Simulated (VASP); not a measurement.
Computed with rev-vdW-DF2, VASP's PBE PAW potentials (set 64) (plane waves; VASP 6.6.1).

VASP input:

### KPOINTS
```
Regular mesh
0
G
18 18 18
0 0 0
```

### POSCAR
```
Ni
1
    0.0000000000     1.7621108003     1.7621108003
    1.7621108003     0.0000000000     1.7621108003
    1.7621108003     1.7621108003     0.0000000000
Ni
1
Direct
  0.0000000000   0.0000000000   0.0000000000
```

INCAR:
```
AGGAC = 0.0
ALGO = Normal
EDIFF = 1E-7
ENCUT = 520
GGA = MK
ISIF = 2
ISMEAR = 1
ISPIN = 2
LASPH = T
LCHARG = F
LMAXMIX = 4
LORBIT = 10
LREAL = F
LUSE_VDW = T
LWAVE = F
MAGMOM = 0.6
NELM = 100
PARAM1 = 0.1234568
PARAM2 = 0.7114
PREC = Accurate
SIGMA = 0.1
SYSTEM = Ni
ZAB_VDW = -1.8867
```

POTCAR, in this order: Ni (PBE.64 set). Program: vasp_std.

What VASP printed:

OSZICAR:
```
       N       E                     dE             d eps       ncg     rms          rms(c)
DAV:   1     0.261321313264E+02    0.26132E+02   -0.49065E+03  7148   0.144E+03
DAV:   2    -0.371379402592E+01   -0.29846E+02   -0.28781E+02  7132   0.168E+02
DAV:   3    -0.415709074390E+01   -0.44330E+00   -0.44193E+00  8142   0.273E+01
DAV:   4    -0.416143236444E+01   -0.43416E-02   -0.43411E-02  8114   0.238E+00
DAV:   5    -0.416154491498E+01   -0.11255E-03   -0.11255E-03  8253   0.323E-01    0.979E+00
DAV:   6    -0.350369483335E+01    0.65785E+00   -0.17013E+01  7370   0.669E+01    0.589E+00
DAV:   7    -0.316784703689E+01    0.33585E+00   -0.29009E+00  7405   0.260E+01    0.184E+00
DAV:   8    -0.315234689178E+01    0.15500E-01   -0.20093E-02 10038   0.165E+00    0.897E-01
DAV:   9    -0.314997789206E+01    0.23690E-02   -0.16772E-03 10311   0.412E-01    0.250E-01
DAV:  10    -0.314939929354E+01    0.57860E-03   -0.67270E-04  9377   0.223E-01    0.302E-02
DAV:  11    -0.314939744004E+01    0.18535E-05   -0.20635E-05  9106   0.510E-02    0.325E-02
DAV:  12    -0.314939906287E+01   -0.16228E-05   -0.11800E-06  8910   0.128E-02    0.769E-03
DAV:  13    -0.314939935602E+01   -0.29315E-06   -0.36730E-07  7699   0.679E-03    0.234E-03
DAV:  14    -0.314939930779E+01    0.48232E-07   -0.72495E-09  3613   0.125E-03
   1 F= -.31493993E+01 E0= -.31494821E+01  d E =0.248410E-03  mag=     0.6111
```

**OUTCAR**
```
------------------------ aborting loop because EDIFF is reached ----------------------------------------
  FORCE on cell =-STRESS in cart. coord.  units (eV):
  Direction    XX          YY          ZZ          XY          YZ          ZX
  --------------------------------------------------------------------------------------
  Total       -0.3836555     -0.3836555     -0.3836555      0.0000000      0.0000000     -0.0000000
  in kB      -56.1723211    -56.1723211    -56.1723211      0.0000000      0.0000000     -0.0000000
  external PRESSURE =     -56.1723211 kB  Pullay stress =       0.0000000 kB
  volume of cell :       10.94
      direct lattice vectors                 reciprocal lattice vectors
     0.000000000  1.762110800  1.762110800    -0.283750602  0.283750602  0.283750602
     1.762110800  0.000000000  1.762110800     0.283750602 -0.283750602  0.283750602
     1.762110800  1.762110800  0.000000000     0.283750602  0.283750602 -0.283750602
 POSITION                                       TOTAL-FORCE (eV/Angst)
 -----------------------------------------------------------------------------------
      0.00000      0.00000      0.00000         0.000000      0.000000      0.000000
 -----------------------------------------------------------------------------------
    total drift:                               -0.000000     -0.000000     -0.000000
  FREE ENERGIE OF THE ION-ELECTRON SYSTEM (eV)
  ---------------------------------------------------
  free  energy   TOTEN  =        -3.1493993078 eV

  energy  without entropy=       -3.1496477178  energy(sigma->0) =       -3.14948211

 total charge

# of ion       s       p       d       tot
------------------------------------------
    1        0.497   0.489   8.330   9.316

 magnetization (x)

# of ion       s       p       d       tot
------------------------------------------
    1       -0.006  -0.022   0.649   0.620
```
(Selected blocks of OUTCAR.)

The compound is Ni in the fcc structure. This cell is one point of a volume scan, at 1.03 of the reference volume.
